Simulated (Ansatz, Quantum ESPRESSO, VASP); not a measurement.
# Code comparison for Nb (Im-3m, 1 atom in the cell)

Self-consistent single point.

```
CELL_PARAMETERS angstrom
     -1.63400     1.63400     1.63400
      1.63400    -1.63400     1.63400
      1.63400     1.63400    -1.63400
ATOMIC_POSITIONS crystal
  Nb 0.00000 0.00000 0.00000
```

Shared settings, as Ansatz (a quantum-chemistry and plane-wave program) writes them: kpoints.mp_grid.grid = 11 11 11; magnetization.spin_orbit = true; scf.occupations.method = gaussian; scf.occupations.width = 0.0037 Ry. Potentials and cutoffs stand in the table.

```tsv
code	model	pressure (GPa)	cutoff
VASP	PBE, spin-orbit coupling, VASP's PBE PAW potentials (set 64)	6.28	300 eV
Ansatz	PBE with spin-orbit coupling, default PAW files	7.76	default
Quantum ESPRESSO	PBE, spin-orbit coupling, PSlibrary fully relativistic ultrasoft (PBE) pseudopotentials	6.94	55 Ry
```

The spread over the programs that give each value: pressure within 1.48 GPa.

Ansatz's pressure is given at a fixed set of plane waves, as the other plane-wave codes print theirs; with its correction for the finite basis it is 7.80 GPa.

VASP's run is marked for a possible Pulay error in its stress at this cutoff; no cutoff test was made.

The starting cell has typed, rounded lattice constants, without a prior relaxation at this level. Its lattice was rescaled by a random factor within 2.5 % of one.

Left out of this page: ABINIT (failed or unconverged); Elk, FLEUR and SIESTA (not drawn, or without a comparable value).

Keys are those of Ansatz 0.2.
